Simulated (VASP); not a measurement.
Input for VASP

### POSCAR
```
SiO2
1.0
  4.1552196134   0.0000000000   0.0000000000
  0.0000000000   4.1552196134   0.0000000000
  0.0000000000   0.0000000000   2.6631898596
Si O
2 4
Cart
  0.0000000000   0.0000000000   0.0000000000
  2.0776098067   2.0776098067   1.3315949298
  1.2686908603   1.2686908603   0.0000000000
  3.3463006670   0.8089189464   1.3315949298
  0.8089189464   3.3463006670   1.3315949298
  2.8865287531   2.8865287531   0.0000000000
```

**KPOINTS**
```
Automatic mesh
0
Gamma
6 6 8
0 0 0
```

### INCAR
```
# general
SYSTEM   =  SiO2
PREC     =  Accurate
ENCUT    =  620
LREAL    =  .FALSE.   # projection in real space or not
LASPH    =  .TRUE.   # aspherical one-centre terms

# electronic loop
EDIFF    =  1E-6   # SCF stop (eV)
NELM     =  100   # most electronic steps
ALGO     =  Normal   # blocked Davidson
LMIXTAU  =  .TRUE.

# smearing
ISMEAR   =  0   # Gaussian
SIGMA    =  0.05   # width (eV)

# functional
METAGGA  =  R2SCAN

# ions
IBRION   =  2   # conjugate gradients
NSW      =  40
ISIF     =  3
EDIFFG   =  -0.02
PSTRESS  =  100   # kbar

# output
LWAVE    =  .FALSE.
LCHARG   =  .FALSE.
```

POTCAR, in this order: Si O (PBE.64 set). Program: vasp_std.

Translate this r2SCAN calculation to Ansatz.

One equivalent input (not run):
Ansatz 0.2 input:
```yaml
crystal:
  lattice:
    - [4.1552196, 0.0000000, 0.0000000]
    - [0.0000000, 4.1552196, 0.0000000]
    - [0.0000000, 0.0000000, 2.6631899]
  atoms:
    - { symbol: Si, position: [0.0000000, 0.0000000, 0.0000000] }
    - { symbol: Si, position: [0.5000000, 0.5000000, 0.5000000] }
    - { symbol: O, position: [0.3053246, 0.3053246, 0.0000000] }
    - { symbol: O, position: [0.8053246, 0.1946754, 0.5000000] }
    - { symbol: O, position: [0.1946754, 0.8053246, 0.5000000] }
    - { symbol: O, position: [0.6946754, 0.6946754, 0.0000000] }
kpoints:
  mp_grid: { grid: [6, 6, 8] }
hamiltonian:
  xc: r2scan
  pseudopotentials: { kind: paw }
scf:
  occupations: { method: gaussian, width: 0.05 }
  max_iter: 100
relax:
  max_steps: 40
  f_tol: 0.02
  cell: { p_target: 10 }
output: { forces: true, stress: true, eigenvalues: true }
```
What does not carry over: each code has its own PAW files, so the cut-off isn't converted (ENCUT is set for VASP's; basis.ecutwfc is left out, and Ansatz then takes the one that its files recommend); Ansatz stops its SCF on the density residual and VASP on the energy change (EDIFF).

The compound is SiO2 in the rutile structure, stishovite, a high-pressure form. This run relaxes it under an external pressure of 10 GPa. Symmetry was kept, so distortions that lower it aren't found.
